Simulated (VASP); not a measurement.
The system is Sc.

```
Sc
1.0
     3.30900    0.00000    0.00000
    -1.65450    2.86568    0.00000
     0.00000    0.00000    5.27330
Sc
2
Direct
  0.33333 0.66667 0.25000
  0.66667 0.33333 0.75000
```

Base run:

* Program: VASP 6.6.1
* Functional: PBE
* Potentials or basis: VASP PAW PBE potentials, release 64 (Sc_sv)
* Cutoff: 520 eV
* k mesh: 11 × 11 × 6
* Occupations: fermi-dirac, width 0.05 eV
* Spin: no spin polarisation

Its results: band gap on the k mesh none (metal or under the smearing width); pressure -0.7 GPa.

Q: The run is repeated on the same cell with these changes: functional from PBE to PBEsol; cutoff from 520 eV to 700 eV. What comes out?

A: Band gap on the k mesh none (metal or under the smearing width); pressure -2.8 GPa.

PBEsol binds more tightly than PBE, so the same cell stands under less pressure.

Caveats: the PAW data sets were made with another functional, which shifts forces and pressure a little (some runs).
